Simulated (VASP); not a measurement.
These are r2SCAN meta-GGA with spin-orbit coupling, VASP's PBE PAW potentials (set 64) (plane waves; VASP) values and carry that method's errors.

The input files of a VASP run:

INCAR:
```
SYSTEM=ScF3
PREC=Accurate; ENCUT=520; LREAL=.False.
LASPH=.True.
EDIFF=1E-6; NELM=100; ALGO=Normal
LMAXMIX=4; LMIXTAU=.True.
ISMEAR=0; SIGMA=0.05
METAGGA=R2SCAN; GGA_COMPAT=.False.
MAGMOM=0 0 0 0 0 0 0 0 0 0 0 0
LSORBIT=.True.
LWAVE=.False.; LCHARG=.False.
```

**KPOINTS_OPT**
```
k-points along high-symmetry lines
8
Line-mode
Reciprocal
  0.000000   0.000000   0.000000 ! GAMMA
  0.000000   0.500000   0.000000 ! X

  0.000000   0.500000   0.000000 ! X
  0.500000   0.500000   0.000000 ! M

  0.500000   0.500000   0.000000 ! M
  0.000000   0.000000   0.000000 ! GAMMA

  0.000000   0.000000   0.000000 ! GAMMA
  0.500000   0.500000   0.500000 ! R

  0.500000   0.500000   0.500000 ! R
  0.000000   0.500000   0.000000 ! X

  0.500000   0.500000   0.500000 ! R
  0.500000   0.500000   0.000000 ! M
```

KPOINTS:
```
Regular mesh
0
Gamma
 5 5 5
0 0 0
```

### POSCAR
```
ScF3
1
    4.0411176691     0.0000000000     0.0000000000
    0.0000000000     4.0411176691     0.0000000000
   -0.0000000000     0.0000000000     4.0411176691
Sc F
1 3
Direct
  0.0000000000   0.0000000000   0.0000000000
  0.5000000000   0.0000000000   0.0000000000
  0.0000000000   0.5000000000   0.0000000000
  0.0000000000   0.0000000000   0.5000000000
```

POTCAR, in this order: Sc_sv F (PBE.64 set). Program: vasp_ncl.

Task: What will the output report for the number of irreducible k-points (NKPTS), number of bands (NBANDS), largest plane-wave count, number of space-group operations, FFT grid (NGX, NGY, NGZ)?

Result: 
* **number of irreducible k-points (NKPTS)**: 10
* **number of bands (NBANDS)**: 40
* **largest plane-wave count**: 3590
* **number of space-group operations**: 48
* **FFT grid (NGX, NGY, NGZ)**: 30 × 30 × 30

The structure comes from a measured ScF3 entry (Pm-3m) of the Crystallography Open Database, whose conditions weren't checked. It was relaxed first.
